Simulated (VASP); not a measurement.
# AlNi3: input slips in a relaxation and what they do

Some relaxations of AlNi3 get a fault in the input on purpose. Which of them show, and how? The starting structure is a cell with measured lattice constants from the literature and the atomic positions of a computed structure of the Materials Project. The first relaxation on each setting starts from this cell expanded by 3 % in volume.

Main program and level: VASP 6.6.1; Kohn-Sham DFT with plane waves and PAW; PBEsol.

## Step 1: Starting point

It takes space group Pm-3m (No. 221, cubic). The conventional cell has a = 3.568 Å, b = 3.568 Å, c = 3.568 Å, α = 90.00°, β = 90.00°, γ = 90.00°. Nearest to Ni lie 8 Ni at 2.52 Å and 4 Al at 2.52 Å. Al has 12 Ni at 2.52 Å nearest. Farther neighbours are not listed.

## Step 2: Reference relaxation

This run starts from the cell of an earlier relaxation, which isn't shown; the restart sets up the plane waves anew.

File INCAR:

```
SYSTEM = AlNi3
PREC = Accurate
ENCUT = 450
EDIFF = 1E-06
NELM = 100
ISMEAR = 1
SIGMA = 0.15
LREAL = .FALSE.
ALGO = Normal
GGA = PS
NBANDS = 26
ISPIN = 2
MAGMOM = 1 1 1 0
LASPH = .TRUE.
LMAXMIX = 4
LORBIT = 11
LWAVE = .FALSE.
LCHARG = .FALSE.
KPAR = 8
IBRION = 2
NSW = 50
ISIF = 3
EDIFFG = -0.006
```

File POSCAR:

```
AlNi3
1.0
    3.5177649229      0.0000000000      0.0000000000
    0.0000000000      3.5177649229      0.0000000000
    0.0000000000      0.0000000000      3.5177649229
Ni Al
3 1
Direct
    0.5000000000      0.5000000000      0.0000000000
    0.5000000000      0.0000000000      0.5000000000
    0.0000000000      0.5000000000      0.5000000000
    0.0000000000      0.0000000000      0.0000000000
```

File KPOINTS:

```
Automatic mesh
0
Gamma
10 10 10
0 0 0
```

PAW data sets: Ni and Al (PBE family, release 64).

On the command line:

```sh
$ mpirun -np 8 vasp_std
```

Log:

```text
[banner, memory and clock lines left out]
running    8 mpi-ranks, on    1 nodes
 distrk:  each k-point on    1 cores,    8 groups
 distr:  one band on    1 cores,    1 groups

 POSCAR found type information on POSCAR NiAl
 POSCAR found :  2 types and       4 ions
|                                                                             |
|           W    W    AA    RRRRR   N    N  II  N    N   GGGG   !!!           |
|           W    W   A  A   R    R  NN   N  II  NN   N  G    G  !!!           |
|           W    W  A    A  R    R  N N  N  II  N N  N  G       !!!           |
|           W WW W  AAAAAA  RRRRR   N  N N  II  N  N N  G  GGG   !            |
|           WW  WW  A    A  R   R   N   NN  II  N   NN  G    G                |
|           W    W  A    A  R    R  N    N  II  N    N   GGGG   !!!           |
|                                                                             |
|     For optimal performance we recommend to set                             |
|       NCORE = 2 up to number-of-cores-per-socket                            |
|     NCORE specifies how many cores store one orbital (NPAR=cpu/NCORE).      |
|     This setting can greatly improve the performance of VASP for DFT.       |
|     The default, NCORE=1 might be grossly inefficient on modern             |
|     multi-core architectures or massively parallel machines. Do your        |
|     Unfortunately you need to use the default for GW and RPA                |
|     calculations (for HF NCORE is supported but not extensively tested      |
|     yet).                                                                   |
|                                                                             |

|                                                                             |
|               ----> ADVICE to this user running VASP <----                  |
|                                                                             |
|     You enforced a specific xc type in the INCAR file but a different       |
|     [... a line on the potential file left out ...]
|     I HOPE YOU KNOW WHAT YOU ARE DOING!                                     |
|                                                                             |

 LDA part: xc-table for (Slater+PW92), standard interpolation
 POSCAR, INCAR and KPOINTS ok, starting setup
 FFT: planning ... GRIDC
 FFT: planning ... GRID_SOFT
 FFT: planning ... GRID
 WAVECAR not read
 entering main loop
       N       E                     dE             d eps       ncg     rms          rms(c)
DAV:   1     0.178164093165E+03    0.17816E+03   -0.13031E+04  5944   0.149E+03
DAV:   2    -0.190844805305E+02   -0.19725E+03   -0.18401E+03  5834   0.291E+02
DAV:   3    -0.287895012561E+02   -0.97050E+01   -0.92554E+01  6434   0.853E+01
DAV:   4    -0.289491596973E+02   -0.15966E+00   -0.15946E+00  6954   0.102E+01
DAV:   5    -0.289547253103E+02   -0.55656E-02   -0.55652E-02  6970   0.170E+00    0.218E+01
DAV:   6    -0.296499452839E+02   -0.69522E+00   -0.42052E+01  6732   0.116E+02    0.215E+01
DAV:   7    -0.243650218992E+02    0.52849E+01   -0.14334E+01  6840   0.626E+01    0.267E+00
DAV:   8    -0.243173089067E+02    0.47713E-01   -0.27541E-01  6458   0.370E+00    0.145E+00
DAV:   9    -0.242908463430E+02    0.26463E-01   -0.22556E-02  7952   0.201E+00    0.759E-01
DAV:  10    -0.242901002758E+02    0.74607E-03   -0.23341E-03  7074   0.509E-01    0.253E-01
DAV:  11    -0.242903349385E+02   -0.23466E-03   -0.77743E-04  7572   0.425E-01    0.694E-02
DAV:  12    -0.242903289374E+02    0.60010E-05   -0.10506E-04  6798   0.120E-01    0.435E-02
DAV:  13    -0.242903271503E+02    0.17872E-05   -0.10604E-05  7020   0.487E-02    0.235E-02
DAV:  14    -0.242903278320E+02   -0.68179E-06   -0.25502E-06  5512   0.209E-02
   1 F= -.24290328E+02 E0= -.24290670E+02  d E =-.242903E+02  mag=     0.7207
 curvature:   0.00 expect dE= 0.000E+00 dE for cont linesearch  0.000E+00
 trial: gam= 0.00000 g(F)=  0.000E+00 g(S)=  0.284E-03 ort = 0.000E+00 (trialstep = 0.100E+01)
 search vector abs. value=  0.284E-03
 bond charge predicted
       N       E                     dE             d eps       ncg     rms          rms(c)
DAV:   1    -0.242974298321E+02   -0.71027E-02   -0.51886E-02  6056   0.347E+00    0.776E-01
DAV:   2    -0.242988432364E+02   -0.14134E-02   -0.59881E-02  6752   0.431E+00    0.748E-01
DAV:   3    -0.242903553200E+02    0.84879E-02   -0.19243E-02  6774   0.249E+00    0.107E-01
DAV:   4    -0.242901993035E+02    0.15602E-03   -0.30208E-04  6248   0.129E-01    0.461E-02
DAV:   5    -0.242901940885E+02    0.52150E-05   -0.12007E-05  7856   0.358E-02    0.122E-02
DAV:   6    -0.242901946688E+02   -0.58029E-06   -0.15480E-06  4622   0.156E-02
   2 F= -.24290195E+02 E0= -.24290551E+02  d E =0.133163E-03  mag=     0.7229
 trial-energy change:    0.000133  1 .order    0.000061   -0.000284    0.000407
 step:   0.2843(harm=  0.4110)  dis= 0.00000  next Energy=   -24.290367 (dE=-0.387E-04)
 bond charge predicted
       N       E                     dE             d eps       ncg     rms          rms(c)
DAV:   1    -0.242940255877E+02   -0.38315E-02   -0.26539E-02  6054   0.248E+00    0.550E-01
DAV:   2    -0.242946302699E+02   -0.60468E-03   -0.29812E-02  6740   0.306E+00    0.529E-01
DAV:   3    -0.242904358776E+02    0.41944E-02   -0.96311E-03  6770   0.176E+00    0.764E-02
DAV:   4    -0.242903524855E+02    0.83392E-04   -0.13728E-04  6108   0.914E-02    0.299E-02
DAV:   5    -0.242903488765E+02    0.36090E-05   -0.60974E-06  7508   0.284E-02    0.847E-03
DAV:   6    -0.242903484944E+02    0.38204E-06   -0.81471E-07  3982   0.947E-03
   3 F= -.24290348E+02 E0= -.24290697E+02  d E =-.206624E-04  mag=     0.7219
 curvature:  -0.20 expect dE=-0.407E-07 dE for cont linesearch -0.407E-07
 trial: gam=-0.02630 g(F)=  0.189E-65 g(S)=  0.207E-06 ort = 0.767E-05 (trialstep = 0.857E+00)
 search vector abs. value=  0.252E-09
 reached required accuracy - stopping structural energy minimisation
```

It took 30 s on 8 MPI ranks of Intel Xeon Platinum 8488C (Sapphire Rapids), shared host; peak memory 1.6 GiB; 3 min of CPU time.

The logs omit lines about the potential files and the build; timing stands in the text.

From OUTCAR (step 2):

```text
ion  position               nearest neighbor table
   1  0.500  0.500  0.000-   2 2.49   3 2.49   4 2.49   2 2.49   3 2.49   2 2.49   4 2.49   2 2.49
                             3 2.49   4 2.49   3 2.49   4 2.49
   2  0.500  0.000  0.500-   1 2.49   3 2.49   4 2.49   1 2.49   4 2.49   1 2.49   3 2.49   1 2.49
                             3 2.49   4 2.49   4 2.49   3 2.49
   3  0.000  0.500  0.500-   1 2.49   2 2.49   4 2.49   1 2.49   4 2.49   2 2.49   4 2.49   4 2.49
                             1 2.49   2 2.49   1 2.49   2 2.49
   4  0.000  0.000  0.000-   1 2.49   2 2.49   3 2.49   2 2.49   3 2.49   1 2.49   3 2.49   3 2.49
                             1 2.49   2 2.49   2 2.49   1 2.49

  LATTYP: Found a simple cubic cell.
 ALAT       =     3.5177649229

 Subroutine GETGRP returns: Found 48 space group operations
 (whereof 48 operations were pure point group operations)

The static configuration has the point symmetry O_h .

 Found     56 irreducible k-points:

   k-points           NKPTS =     56   k-points in BZ     NKDIM =     56   number of bands    NBANDS=     26

   dimension x,y,z NGX =    24 NGY =   24 NGZ =   24
   dimension x,y,z NGXF=    48 NGYF=   48 NGZF=   48

   ENCUT  =  450.0 eV  33.07 Ry    5.75 a.u.   6.08  6.08  6.08*2*pi/ulx,y,z

   NELECT =      33.0000    total number of electrons

 k-points in reciprocal lattice and weights: Automatic mesh
   0.00000000  0.00000000  0.00000000       0.001
   0.10000000  0.00000000  0.00000000       0.006
   0.20000000  0.00000000  0.00000000       0.006
   0.30000000  0.00000000  0.00000000       0.006
   0.40000000  0.00000000  0.00000000       0.006
   0.50000000  0.00000000  0.00000000       0.003
   0.10000000  0.10000000  0.00000000       0.012
   0.20000000  0.10000000  0.00000000       0.024
   0.30000000  0.10000000  0.00000000       0.024
[...]
0.50000000  0.50000000  0.40000000       0.006
   0.50000000  0.50000000  0.50000000       0.001

 average (electrostatic) potential at core
       1 -81.0600       2 -81.0600       3 -81.0600       4 -69.3329

 E-fermi :   9.8134

 spin component 1
 k-point     1 :       0.0000    0.0000    0.0000
  band No.  band energies     occupation
    ...
     12       9.2537      1.00000
     13       9.5607      1.01921
     14       9.7542      0.80684
     15       9.7542      0.80684
     16       9.7542      0.80683
     17      10.6876     -0.00000
     18      10.6876     -0.00000
     19      10.6876     -0.00000
     20      16.5578      0.00000
     21      16.5578      0.00000
    ...

 k-point     2 :       0.1000    0.0000    0.0000
  band No.  band energies     occupation
    ...
     12       9.2553      1.00000
     13       9.4679      1.00266
     14       9.4679      1.00266
     15       9.5139      1.00808
     16       9.7544      0.80634
     17      10.1982     -0.00086
     18      11.1337     -0.00000
     19      11.1337     -0.00000
     20      16.5447      0.00000
     21      16.9181      0.00000
    ...

 k-point     3 :       0.2000    0.0000    0.0000
  band No.  band energies     occupation
    ...
     13       9.0844      1.00000
     14       9.2481      1.00000
     15       9.3862      1.00021
     16       9.3930      1.00027
     17       9.7546      0.80515
     18      11.9855     -0.00000
     19      11.9855     -0.00000
     20      16.5065      0.00000
     21      17.1846      0.00000
     22      19.4227      0.00000
    ...

 k-point     4 :       0.3000    0.0000    0.0000
  band No.  band energies     occupation
    ...
     13       8.7977      1.00000
     14       8.9786      1.00000
     15       9.1093      1.00000
     16       9.3103      1.00001
     17       9.7550      0.80351
     18      13.0160      0.00000
     19      13.0160      0.00000
     20      16.4502      0.00000
     21      17.4031      0.00000
     22      18.4807      0.00000
    ...

 k-point     5 :       0.4000    0.0000    0.0000
  band No.  band energies     occupation
    ...
     13       8.6175      1.00000
     14       8.7235      1.00000
     15       8.8660      1.00000
     16       9.3104      1.00001
     17       9.7553      0.80220
     18      14.1894      0.00000
     19      14.1894      0.00000
     20      16.3951      0.00000
     21      16.9274      0.00000
     22      16.9274      0.00000
    ...

 k-point     6 :       0.5000    0.0000    0.0000
  band No.  band energies     occupation
    ...
     13       8.5546      1.00000
     14       8.6160      1.00000
     15       8.7390      1.00000
     16       9.3127      1.00001
     17       9.7555      0.80142
     18      15.4877      0.00000
     19      15.4877      0.00000
     20      15.5021      0.00000
     21      15.5021      0.00000
     22      16.3715      0.00000
    ...

  Total        0.0023943      0.0023943      0.0023943      0.0000000     -0.0000000     -0.0000000
  in kB        0.0880419      0.0880419      0.0880419      0.0000000     -0.0000000     -0.0000000
  external PRESSURE =       0.0880419 kB  Pullay stress =       0.0000000 kB

  energy-cutoff  :      450.00
  volume of cell :       43.57
      direct lattice vectors                 reciprocal lattice vectors
     3.518833328  0.000000000 -0.000000000     0.284185100  0.000000000 -0.000000000
    -0.000000000  3.518833328 -0.000000000    -0.000000000  0.284185100 -0.000000000
     0.000000000  0.000000000  3.518833328     0.000000000  0.000000000  0.284185100

 POSITION                                       TOTAL-FORCE (eV/Angst)
 -----------------------------------------------------------------------------------
      1.75942      1.75942     -0.00000        -0.000000     -0.000000      0.000000
      1.75942      0.00000      1.75942        -0.000000      0.000000      0.000000
     -0.00000      1.75942      1.75942         0.000000      0.000000      0.000000
      0.00000      0.00000      0.00000        -0.000000     -0.000000      0.000000
 -----------------------------------------------------------------------------------
    total drift:                                0.000000     -0.000000     -0.000000

  FREE ENERGIE OF THE ION-ELECTRON SYSTEM (eV)
  ---------------------------------------------------
  free  energy   TOTEN  =       -24.2903484944 eV

  energy  without entropy=      -24.2913953942  energy(sigma->0) =      -24.29069746

 reached required accuracy - stopping structural energy minimisation

 total charge
# of ion       s       p       d       tot
------------------------------------------
    1        0.512   0.554   8.396   9.462
    2        0.512   0.554   8.396   9.462
    3        0.512   0.554   8.396   9.462
    4        0.410   0.406   0.000   0.816
--------------------------------------------------
tot          1.947   2.067  25.188  29.203

 magnetization (x)
# of ion       s       p       d       tot
------------------------------------------
    1       -0.003  -0.009   0.266   0.254
    2       -0.003  -0.009   0.266   0.254
    3       -0.003  -0.009   0.266   0.254
    4       -0.001  -0.008   0.000  -0.008
--------------------------------------------------
tot         -0.009  -0.034   0.798   0.755

[... 6 further parts left out ...]
```

CONTCAR:

```
AlNi3
   1.00000000000000
     3.5188333283912390    0.0000000000000000   -0.0000000000000000
    -0.0000000000000000    3.5188333283912390   -0.0000000000000000
     0.0000000000000000    0.0000000000000000    3.5188333283912390
  Ni              Al
     3     1
Direct
     0.5000000000000000    0.5000000000000000    0.0000000000000000
     0.5000000000000000    0.0000000000000000    0.5000000000000000
     0.0000000000000000    0.5000000000000000    0.5000000000000000
     0.0000000000000000    0.0000000000000000    0.0000000000000000
```

The PAW data sets were made with PBE, which is usual practice but a small mismatch for other functionals. The run keeps the 48 symmetry operations of its start, so it cannot find a distortion of lower symmetry.

The reference relaxation ends at 10.893 Å³ an atom. Pressures at 0.985 and 1.015 times this volume, from two more relaxations that aren't shown, give a bulk modulus of 205.5 GPa.

## Step 3: Relaxation with one electron too many

A slip made on purpose: one electron too many. Against step 2 the input has NELECT = 34 (also changed: NELM).

INCAR: that of step 2 with these lines changed.

```diff
@@ -4,3 +4,3 @@
 EDIFF = 1E-06
-NELM = 100
+NELM = 60
 ISMEAR = 1
@@ -23 +23,2 @@
 EDIFFG = -0.006
+NELECT = 34
```

File POSCAR:

```
AlNi3
1.0
    3.6038339811      0.0000000000      0.0000000000
    0.0000000000      3.6038339811      0.0000000000
    0.0000000000      0.0000000000      3.6038339811
Ni Al
3 1
Direct
    0.5000000000      0.5000000000      0.0000000000
    0.5000000000      0.0000000000      0.5000000000
    0.0000000000      0.5000000000      0.5000000000
    0.0000000000      0.0000000000      0.0000000000
```

KPOINTS is that of step 2.

On the command line:

```sh
$ mpirun -np 8 vasp_std
```

Log:

```text
[banner, memory and clock lines left out]
running    8 mpi-ranks, on    1 nodes
[...]
[... a notice as in an earlier step ...]

 [... a notice as in an earlier step ...]

 LDA part: xc-table for (Slater+PW92), standard interpolation
 POSCAR, INCAR and KPOINTS ok, starting setup
[...]
entering main loop
       N       E                     dE             d eps       ncg     rms          rms(c)
DAV:   1     0.196966197406E+03    0.19697E+03   -0.13228E+04  5928   0.148E+03
DAV:   2    -0.726555487094E+01   -0.20423E+03   -0.19188E+03  5838   0.298E+02
DAV:   3    -0.171093640839E+02   -0.98438E+01   -0.94644E+01  6572   0.873E+01
DAV:   4    -0.172688265178E+02   -0.15946E+00   -0.15925E+00  6988   0.102E+01
DAV:   5    -0.172743615827E+02   -0.55351E-02   -0.55347E-02  7080   0.168E+00BRMIX: very serious problems
 the old and the new charge density differ
 old charge density:    33.00000 new   34.00001
BRMIX: very serious problems
 the old and the new charge density differ
 old charge density:    33.00000 new   34.00001
[...]
3 F= -.15959322E+02 E0= -.15961625E+02  d E =-.899948E+00  mag=    -0.0000
   4 F= -.15958928E+02 E0= -.15961210E+02  d E =-.899553E+00  mag=     0.0000
   5 F= -.15958944E+02 E0= -.15961227E+02  d E =-.166499E-04  mag=    -0.0000
   6 F= -.15958994E+02 E0= -.15961278E+02  d E =-.660043E-04  mag=    -0.0000
   7 F= -.15958994E+02 E0= -.15961278E+02  d E =-.598868E-06  mag=     0.0000
   8 F= -.15958996E+02 E0= -.15961279E+02  d E =-.221378E-05  mag=    -0.0000
   9 F= -.15958999E+02 E0= -.15961282E+02  d E =-.572453E-05  mag=     0.0000
  10 F= -.15959000E+02 E0= -.15961284E+02  d E =-.649980E-05  mag=    -0.0000
  11 F= -.15959003E+02 E0= -.15961286E+02  d E =-.955751E-05  mag=    -0.0000
  12 F= -.15959008E+02 E0= -.15961293E+02  d E =-.141304E-04  mag=     0.0000
  13 F= -.15959018E+02 E0= -.15961304E+02  d E =-.243828E-04  mag=     0.0000
  14 F= -.15959038E+02 E0= -.15961325E+02  d E =-.443595E-04  mag=     0.0000
  15 F= -.15959076E+02 E0= -.15961364E+02  d E =-.823467E-04  mag=     0.0000
  16 F= -.15959144E+02 E0= -.15961435E+02  d E =-.150423E-03  mag=     0.0000
  17 F= -.15959249E+02 E0= -.15961546E+02  d E =-.255216E-03  mag=     0.0000
  18 F= -.15959334E+02 E0= -.15961643E+02  d E =-.340106E-03  mag=    -0.0000
[...]
reached required accuracy - stopping structural energy minimisation
```

Elapsed: 98 s, on 8 MPI ranks; peak memory 2.1 GiB; 13 min of CPU time.

Parts of OUTCAR (step 3):

```text
  Total        0.0072536      0.0072536      0.0072536     -0.0000000      0.0000000      0.0000000
  in kB        0.2021978      0.2021978      0.2021978     -0.0000000      0.0000000      0.0000000
  external PRESSURE =       0.2021978 kB  Pullay stress =       0.0000000 kB

 POSITION                                       TOTAL-FORCE (eV/Angst)
 -----------------------------------------------------------------------------------
      1.92959      1.92959     -0.00000        -0.000000      0.000000      0.000000
      1.92959     -0.00000      1.92959         0.000000     -0.000000      0.000000
      3.85918      1.92959      1.92959        -0.000000     -0.000000      0.000000
      0.00000      0.00000     -0.00000         0.000000     -0.000000     -0.000000
 -----------------------------------------------------------------------------------
    total drift:                                0.000000      0.000000      0.000000

  FREE ENERGIE OF THE ION-ELECTRON SYSTEM (eV)
  ---------------------------------------------------
  free  energy   TOTEN  =       -15.9593337521 eV

  energy  without entropy=      -15.9662609543  energy(sigma->0) =      -15.96164282

 magnetization (x)
# of ion       s       p       d       tot
------------------------------------------
    1       -0.000  -0.000   0.000  -0.000
    2       -0.000  -0.000   0.000  -0.000
    3       -0.000  -0.000   0.000  -0.000
    4       -0.000   0.000   0.000   0.000
--------------------------------------------------
tot         -0.000  -0.000   0.000  -0.000

[... 2 parts as in an earlier step ...]

[... 2 further parts left out ...]
[key lines of the parts left out:]
E-fermi :   6.8897
```

Logs of long relaxations may skip ionic steps without a mark.

With one electron too many the cell ends at 14.369 Å³ an atom, +31.91 % from the reference.

(Continued in part 2 of 2.)

[Lines on the potential files, build, host, timing and source positions are cut from VASP's logs without a mark.]

[Logs are printed without paths, hosts, clocks, repeated set-up lines and the standing remarks that a program may print on its own settings, such as how far it seeks lower states.]

[Hosts, paths, dates, database ids (printed as entryN), source tags and the programs' standing remarks are cut or masked in the printed files.]
